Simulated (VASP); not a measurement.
Input for VASP

### INCAR
```
# general
SYSTEM =Y
PREC   =Accurate
ENCUT  =520   # plane-wave cut-off (eV)
LREAL  =F   # projection in real space or not
LASPH  =T   # aspherical one-centre terms

# electronic loop
EDIFF  =1E-6   # SCF stop (eV)
NELM   =100   # most electronic steps
ALGO   =Normal   # blocked Davidson
LMAXMIX=4

# smearing
ISMEAR =1
SIGMA  =0.1

# functional
GGA    =RP   # RPBE

# ions
IBRION =2   # conjugate gradients
NSW    =60   # most ionic steps
ISIF   =3   # ions, shape and volume
EDIFFG =-0.01

# output
LWAVE  =F
LCHARG =F
```

File POSCAR:
```
Y
1.0
  1.8250000000  -3.1609930000   0.0000000000
  1.8250000000   3.1609930000   0.0000000000
  0.0000000000   0.0000000000   5.7300000000
Y
2
Cart
  1.8250000000   1.0536664407   1.4325000000
  1.8250000000  -1.0536664407   4.2975000000
```

**KPOINTS**
```
Automatic mesh
0
Gamma
10 10 6
0 0 0
```

POTCAR, in this order: Y_sv (PBE.64 set). Program: vasp_std.

Q: Write an equivalent input for Ansatz.

A: One equivalent input (not run):
Ansatz 0.2 input:
```yaml
crystal:
  lattice:
    - [1.8250000, -3.1609930, 0.0000000]
    - [1.8250000, 3.1609930, 0.0000000]
    - [0.0000000, 0.0000000, 5.7300000]
  atoms:
    - { symbol: Y, position: [0.3333330, 0.6666670, 0.2500000] }
    - { symbol: Y, position: [0.6666670, 0.3333330, 0.7500000] }
kpoints:
  mp_grid: { grid: [10, 10, 6] }
hamiltonian:
  xc: rpbe
  pseudopotentials: { kind: paw }
scf:
  occupations: { method: methfessel_paxton, width: 0.1 }
  max_iter: 100
relax:
  max_steps: 60
  f_tol: 0.01
  cell: {}
output: { forces: true, stress: true, eigenvalues: true }
```
What does not carry over: each code has its own PAW files, so the cut-off isn't converted (ENCUT is set for VASP's; basis.ecutwfc is left out, and Ansatz then takes the one that its files recommend); Ansatz stops its SCF on the density residual and VASP on the energy change (EDIFF).

The compound is Y in the hcp structure. This run relaxes it. Symmetry was kept, so distortions that lower it aren't found.
